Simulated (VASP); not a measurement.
# AlB2Sb3 (P1) in VASP: relaxation of cell and atoms with PBE

Aim: the relaxation of cell and atoms of AlB2Sb3 with PBE.

Everything below comes from runs of VASP 6.6.1. Logs are shortened: lines on timing, memory, paths and dates and some standing lists are left out, and cuts for length are marked.

## (1) The structure

The typed cell holds 12 atoms: a = 6.896 Å, b = 6.780 Å, c = 6.812 Å, α = 96.98°, β = 99.95°, γ = 121.68°.

The cell was built by a generator and needn't be a form met in nature.

## (2) Relaxation of cell and atoms, PBE

Input file INCAR:

```
PREC = Normal
ENCUT = 520
EDIFF = 1E-5
ISMEAR = 0
SIGMA = 0.15
LREAL = Auto
LASPH = T
NELM = 80
ALGO = Fast
ISIF = 3
LWAVE = F
LCHARG = F
GGA = PE
IBRION = 2
NSW = 110
EDIFFG = -0.03
ISYM = 0
KPAR = 4
```

Input file KPOINTS:

```
regular mesh
0
Gamma
  4 4 4
```

Input file POSCAR:

```
AlB2Sb3
1.0
    3.3912887400     -6.0045833900     -0.0633306100
    3.2729949300      5.9366156200      0.0910879700
   -2.0860763000      0.1046963600      6.4833870900
Al B Sb
2 4 6
Direct
    0.0804458100      0.9124987700      0.9905806900
    0.9155558800      0.0740173600      0.4986429200
    0.4080389600      0.5832538500      0.0095264400
    0.7410290000      0.2656922300      0.0167144100
    0.5881149000      0.3954367800      0.5094425000
    0.2512135100      0.7289096400      0.5085539600
    0.6737551900      0.5064027200      0.8596029300
    0.0339694400      0.2557852200      0.9068966300
    0.4122093900      0.8805527300      0.8662787400
    0.5051151800      0.6641831300      0.3635906500
    0.2407020600      0.0261339800      0.3963711100
    0.8735439000      0.4135414700      0.3628722900
```

Potentials or basis: VASP PAW PBE potentials, release 64 (Al, B, Sb).

Started as:

```
$ cat potpaw_PBE.64/Al/POTCAR potpaw_PBE.64/B/POTCAR potpaw_PBE.64/Sb/POTCAR > POTCAR
$ mpirun -np 4 vasp_std > vasp.out
```

OUTCAR:

```text
PREC = Normal
   ENCUT = 520
   EDIFF = 1E-5
   ISMEAR = 0
   LREAL = Auto
   LASPH = T
   NELM = 80
   ISIF = 3
   GGA = PE
   IBRION = 2
   NSW = 110
   EDIFFG = -0.03
   ISYM = 0

 ion  position               nearest neighbor table
   1  0.080  0.912  0.991-   7 2.58   8 2.62  11 2.64   9 2.67
   2  0.916  0.074  0.499-  10 2.61  11 2.62   8 2.69  12 2.71
   3  0.408  0.583  0.010-   8 2.25  10 2.30   9 2.33   7 2.49
   4  0.741  0.266  0.017-   7 2.25  12 2.26   8 2.30   9 2.31
   5  0.588  0.395  0.509-  11 2.28   7 2.28  12 2.31  10 2.44
   6  0.251  0.729  0.509-  12 2.25  11 2.27   9 2.34  10 2.35
   7  0.674  0.506  0.860-   4 2.25   5 2.28   3 2.49   1 2.58   9 3.65   8 3.67  11 3.68  12 3.72

   8  0.034  0.256  0.907-   3 2.25   4 2.30   1 2.62   2 2.69  10 3.59   9 3.59   7 3.67  12 3.69
                             9 3.71
   9  0.412  0.881  0.866-   4 2.31   3 2.33   6 2.34   1 2.67   8 3.59   7 3.65  11 3.65   8 3.71

  10  0.505  0.664  0.364-   3 2.30   6 2.35   5 2.44   2 2.61   8 3.59  12 3.73  12 3.75  11 3.76
                            11 3.77
  11  0.241  0.026  0.396-   6 2.27   5 2.28   2 2.62   1 2.64  12 3.50   9 3.65   7 3.68  10 3.76
                            10 3.77
  12  0.874  0.414  0.363-   6 2.25   4 2.26   5 2.31   2 2.71  11 3.50   8 3.69   7 3.72  10 3.73
                            10 3.75

IMPORTANT INFORMATION: All symmetrisations will be switched off!
NOSYMM: (Re-)initialisation of all symmetry stuff for point group C_1.

----------------------------------------------------------------------------------------

                                     Primitive cell

  volume of cell :     258.2490

  direct lattice vectors                    reciprocal lattice vectors
     3.391288740 -6.004583390 -0.063330610     0.149002843 -0.082904896  0.049281515
     3.272994930  5.936615620  0.091087970     0.150720439  0.084627325  0.047128786
    -2.086076300  0.104696360  6.483387090    -0.000662058 -0.001998793  0.154059622

  length of vectors
     6.896366563  6.779690100  6.811533147     0.177492921  0.179163493  0.154074010

  position of ions in fractional coordinates (direct lattice)
     0.080445810  0.912498770  0.990580690
     0.915555880  0.074017360  0.498642920
     0.408038960  0.583253850  0.009526440
     0.741029000  0.265692230  0.016714410
     0.588114900  0.395436780  0.509442500
     0.251213510  0.728909640  0.508553960
     0.673755190  0.506402720  0.859602930
     0.033969440  0.255785220  0.906896630
     0.412209390  0.880552730  0.866278740
     0.505115180  0.664183130  0.363590650
     0.240702060  0.026133980  0.396371110
     0.873543900  0.413541470  0.362872290

  ion indices of the primitive-cell ions
   primitive index   ion index
                 1           1
                 2           2
                 3           3
                 4           4
                 5           5
                 6           6
                 7           7
                 8           8
                 9           9
                10          10
                11          11
                12          12

----------------------------------------------------------------------------------------

 KPOINTS: regular mesh

Automatic generation of k-mesh.
 Grid dimensions read from file:
 generate k-points for:    4    4    4

 Generating k-lattice:

  Cartesian coordinates                     Fractional coordinates (reciprocal lattice)
     0.037250711 -0.020726224  0.012320379     0.250000000  0.000000000  0.000000000
     0.037680110  0.021156831  0.011782196     0.000000000  0.250000000 -0.000000000
    -0.000165514 -0.000499698  0.038514905     0.000000000  0.000000000  0.250000000

  Length of vectors
     0.044373230  0.044790873  0.038518503

  Shift w.r.t. Gamma in fractional coordinates (k-lattice)
     0.000000000  0.000000000  0.000000000

 Subroutine IBZKPT returns following result:
 ===========================================

 Found     36 irreducible k-points:

 Following reciprocal coordinates:
            Coordinates               Weight
  0.000000  0.000000  0.000000      1.000000
  0.250000  0.000000  0.000000      2.000000
  0.500000  0.000000  0.000000      1.000000
 -0.000000  0.250000 -0.000000      2.000000
  0.250000  0.250000 -0.000000      2.000000
  0.500000  0.250000  0.000000      2.000000
[... 16 lines left out ...]
  0.000000 -0.250000  0.250000      2.000000
  0.250000 -0.250000  0.250000      2.000000
 [... further k-points ...]
   k-points           NKPTS =     36   k-points in BZ     NKDIM =     36   number of bands    NBANDS=     31
   number of dos      NEDOS =    301   number of ions     NIONS =     12
   total plane-waves  NPLWV =  64000
   dimension x,y,z NGX =    40 NGY =   40 NGZ =   40
   dimension x,y,z NGXF=    80 NGYF=   80 NGZF=   80
   ions per type =               2   4   6
   NGX,Y,Z   is equivalent  to a cutoff of   9.64,  9.81,  9.76 a.u.
   NGXF,Y,Z  is equivalent  to a cutoff of  19.29, 19.62, 19.53 a.u.
 SYSTEM =  unknown system
   PREC   = normal    normal or accurate (medium, high low for compatibility)
   ISTART =      0    job   : 0-new  1-cont  2-samecut
   ICHARG =      2    charge: 1-file 2-atom 10-const
   ISPIN  =      1    spin polarized calculation?
   LNONCOLLINEAR =      F non collinear calculations
   LSORBIT =      F    spin-orbit coupling
   LASPH  =      T    aspherical Exc in radial PAW
   ENCUT  =  520.0 eV  38.22 Ry    6.18 a.u.  12.82 12.61 12.66*2*pi/ulx,y,z
   NELM   =     80;   NELMIN=  2; NELMDL= -5     # of ELM steps
   EDIFF  = 0.1E-04   stopping-criterion for ELM
   LREAL  =      T    real-space projection
   EDIFFG = -.3E-01   stopping-criterion for IOM
   NSW    =    110    number of steps for IOM
   IBRION =      2    ionic relax: 0-MD 1-quasi-New 2-CG
   NFREE  =      1    steps in history (QN), initial steepest desc. (CG)
   ISIF   =      3    stress and relaxation
   ISYM   =      0    0-nonsym 1-usesym 2-fastsym
   POTIM  = 0.5000    time-step for ionic-motion
   TEBEG  =    0.0;   TEEND  =   0.0 temperature during run
   PSTRESS=    0.0 pullay stress
   NELECT =      48.0000    total number of electrons
   NUPDOWN=      -1.0000    fix difference up-down
   EMIN   =  10.00;   EMAX   =-10.00  energy-range for DOS
   EFERMI =   0.00;   METHOD = LEGACY
   ISMEAR =     0;   SIGMA  =   0.15  broadening in eV -4-tet -1-fermi 0-gaus
   EFERMI_NEDOS =   21; number of points for ismear=-14 and -15
   IALGO  =     68    algorithm
   IMIX   =      4    mixing-type and parameters
     AMIX     =   0.40;   BMIX     =  1.00
     AMIX_MAG =   1.60;   BMIX_MAG =  1.00
  volume/ion in A,a.u.               =      21.52       145.23
  Fermi-wavevector in a.u.,A,eV,Ry     =   0.934277  1.765528 11.876166  0.872874
  Thomas-Fermi vector in A             =   2.061065
   LORBIT       =      0    0 simple, 1 ext, 2 COOP (PROOUT), +10 PAW based schemes
   GGA     = PE    functional components
   LHFCALC =     F    Hartree Fock is set to
   AEXX    =    0.0000 exact exchange contribution
   IVDW    =     0    specifies the selected vdW correction
   LEPSILON=     F    determine dielectric tensor
   LRPA    =     F    only Hartree local field effects (RPA)
 conjugate gradient relaxation of ions
 non-spin polarized calculation
 RMM-DIIS sequential band-by-band and
 Gauss-broadening in eV      SIGMA  =   0.15
  energy-cutoff  :      520.00
  volume of cell :      258.25
 maximum number of plane-waves:      6973
   NGX = 25   NGY = 25   NGZ = 25

--------------------------------------- Ionic step        1  -------------------------------------------

 number of electron      47.9999999 magnetization

 Free energy of the ion-electron system (eV)
  ---------------------------------------------------
  ext. energy  EPLUGINS =         0.00000000
  ---------------------------------------------------
  free energy    TOTEN  =       -54.86126065 eV

  energy without entropy =      -54.85679167  energy(sigma->0) =      -54.85902616

------------------------ aborting loop because EDIFF is reached ----------------------------------------

  FORCE on cell =-STRESS in cart. coord.  units (eV):
  Direction    XX          YY          ZZ          XY          YZ          ZX
  --------------------------------------------------------------------------------------
  -------------------------------------------------------------------------------------
  Total        8.1222867      0.1467850     -0.1285267      1.8368982     -2.1677345      1.1171706
  in kB       50.3906765      0.9106545     -0.7973797     11.3961188    -13.4486273      6.9309280
  external PRESSURE =      16.8346504 kB  Pullay stress =       0.0000000 kB
[... 119 lines left out ...]
  FREE ENERGIE OF THE ION-ELECTRON SYSTEM (eV)
  ---------------------------------------------------
  free  energy   TOTEN  =       -55.2730156440 eV

  energy  without entropy=      -55.2722220623  energy(sigma->0) =      -55.27261885

[... ionic steps 4 to 13 ...]

--------------------------------------- Ionic step       14  -------------------------------------------

 number of electron      47.9999998 magnetization

------------------------ aborting loop because EDIFF is reached ----------------------------------------

  FORCE on cell =-STRESS in cart. coord.  units (eV):
  Direction    XX          YY          ZZ          XY          YZ          ZX
  --------------------------------------------------------------------------------------
  -------------------------------------------------------------------------------------
  Total       -0.0108368      0.1360493      0.0985799      0.0597520     -0.0197307     -0.0764477
  in kB       -0.0660337      0.8290145      0.6006953      0.3640981     -0.1202286     -0.4658329
  external PRESSURE =       0.4545587 kB  Pullay stress =       0.0000000 kB
[... 77 lines left out ...]
  energy  without entropy=      -55.4029822357  energy(sigma->0) =      -55.40301406

--------------------------------------- Ionic step       16  -------------------------------------------

 number of electron      47.9999998 magnetization

 Free energy of the ion-electron system (eV)
  ---------------------------------------------------
  ext. energy  EPLUGINS =         0.00000000
  ---------------------------------------------------
  free energy    TOTEN  =       -55.40336362 eV

  energy without entropy =      -55.40330319  energy(sigma->0) =      -55.40333340

 E-fermi :   6.7195     XC(G=0):  -9.4572

 val. band max:        6.4233398722   @ k =   0.0000   0.0000   0.0000
 cond. band min:       7.0197095640   @ k =   0.5000   0.5000  -0.0000
 fundamental gap:      0.5963696918
 Fermi energy:         6.7194723388

 k-point     1 :       0.0000    0.0000    0.0000
  band No.  band energies     occupation
      1      -6.1727      2.00000
      2      -4.1167      2.00000
      3      -3.4797      2.00000
      4      -3.3780      2.00000
      5      -3.3035      2.00000
      6      -3.0102      2.00000
[... 805 lines left out ...]
     30       9.0334      0.00000
     31       9.2650      0.00000

 [... further k-points ...]
[... 5 lines left out ...]
  --------------------------------------------------------------------------------------
  -------------------------------------------------------------------------------------
  Total       -0.0585627     -0.0451485     -0.0201584      0.0160906     -0.0021294     -0.0052908
  in kB       -0.3565196     -0.2748562     -0.1227211      0.0979569     -0.0129634     -0.0322093
  external PRESSURE =      -0.2513656 kB  Pullay stress =       0.0000000 kB
[... 27 lines left out ...]
  FREE ENERGIE OF THE ION-ELECTRON SYSTEM (eV)
  ---------------------------------------------------
  free  energy   TOTEN  =       -55.4033636190 eV

  energy  without entropy=      -55.4033031865  energy(sigma->0) =      -55.40333340

 reached required accuracy - stopping structural energy minimisation
```

It took 7.4 min on 4 MPI ranks of Intel Xeon Platinum 8259CL at 2.50GHz (Skylake/Cascade Lake), shared host; peak memory 0.37 GiB.

Results:

* Free energy: -55.4034 eV
* Relaxed volume: 21.93 Å³/atom
* Relaxed cell: a = 6.884 Å, b = 6.884 Å, c = 6.786 Å, α = 99.20°, β = 99.18°, γ = 120.23°
* Space group after relaxing (to 0.05 Å): Cc (No. 9)
* Energy gained by relaxing: 45.2 meV/atom
* Ionic steps: 16
* Pressure after relaxing: 0.0 GPa
* Largest force after relaxing: 0.022 eV/Å
* Band gap on the k mesh: 0.60 eV, indirect (least direct gap 0.96 eV)

Forces on the atoms (eV/Å):
```
Al   0.000 -0.013 -0.004
Al  -0.009 -0.007  0.001
B   -0.014 -0.010  0.002
B    0.000  0.007  0.001
B    0.008  0.007 -0.006
B    0.016 -0.004 -0.001
Sb  -0.006  0.005  0.012
Sb  -0.004  0.001 -0.002
Sb   0.001 -0.005 -0.003
Sb   0.000 -0.009  0.001
Sb   0.005  0.008 -0.001
Sb   0.003  0.022 -0.001
```

Step by step:
| step | energy change (eV) | largest force (eV/Å) | pressure (GPa) | volume (Å³) |
| --- | --- | --- | --- | --- |
| 1 | 0.0000 | 1.7031 | 1.68 | 258.25 |
| 2 | -0.4116 | 0.7801 | -0.97 | 266.66 |
| 3 | -0.4118 | 0.7766 | -0.99 | 266.78 |
| 4 | -0.5173 | 0.3107 | -0.08 | 263.38 |
| 5 | -0.5188 | 0.3336 | 0.04 | 262.96 |
| 6 | -0.5326 | 0.1460 | 0.01 | 262.98 |
| 7 | -0.5336 | 0.0991 | 0.01 | 262.98 |
| 8 | -0.5364 | 0.1100 | -0.01 | 263.05 |
| 9 | -0.5365 | 0.1251 | -0.01 | 263.06 |
| 10 | -0.5388 | 0.0589 | 0.00 | 263.07 |
| 11 | -0.5394 | 0.0677 | 0.00 | 263.07 |
| 12 | -0.5409 | 0.0469 | -0.01 | 263.10 |
| 13 | -0.5412 | 0.0539 | -0.03 | 263.13 |
| 14 | -0.5418 | 0.0320 | 0.05 | 262.93 |
| 15 | -0.5418 | 0.0322 | 0.04 | 262.96 |
| 16 | -0.5421 | 0.0218 | -0.03 | 263.18 |

Final structure:
```
Al B Sb
1.0
     3.42952   -5.96837   -0.00058
     3.43031    5.96890   -0.00108
    -2.17352   -0.00040    6.42828
Al B Sb
2 4 6
Direct
  0.07985 0.91362 0.99918
  0.91407 0.07797 0.49936
  0.41193 0.57998 0.00381
  0.73788 0.25830 0.00347
  0.58002 0.40898 0.50355
  0.25881 0.73541 0.50357
  0.66820 0.51057 0.86567
  0.03887 0.25177 0.90268
  0.40209 0.86802 0.86968
  0.51170 0.66604 0.36611
  0.25170 0.03600 0.40248
  0.86857 0.39974 0.36952
```

Levels at points of the mesh, in eV from the valence-band top:
```
           k point  band 20  band 21  band 22  band 23  band 24  band 25  band 26  band 27  band 28  band 29
(0.00, 0.00, 0.00)    -1.53    -1.34    -0.16    -0.08     0.00     0.99     0.99     1.86     1.86     2.46
(0.50, 0.00, 0.00)    -2.60    -2.14    -1.74    -1.31    -0.85     1.46     1.52     2.16     2.42     2.68
(0.00, 0.50, 0.00)    -2.60    -2.14    -1.74    -1.31    -0.85     1.45     1.52     2.16     2.42     2.69
(0.50, 0.50, 0.00)    -2.47    -1.44    -1.23    -0.87    -0.45     0.60     0.83     1.09     2.22     2.85
(0.00, 0.00, 0.50)    -2.24    -1.02    -1.02    -0.79    -0.78     1.36     1.36     1.98     1.99     2.48
(0.50, 0.00, 0.50)    -2.10    -2.01    -1.52    -1.22    -1.21     0.77     0.87     1.15     1.71     2.12
(0.00, 0.50, 0.50)    -2.10    -2.00    -1.52    -1.22    -1.21     0.77     0.87     1.15     1.71     2.12
(0.50, 0.50, 0.50)    -2.54    -2.15    -2.14    -1.62    -1.61     1.42     1.42     2.01     2.01     2.28
```

Caveat: spin-orbit coupling is left out, which moves the levels of the heavy elements.
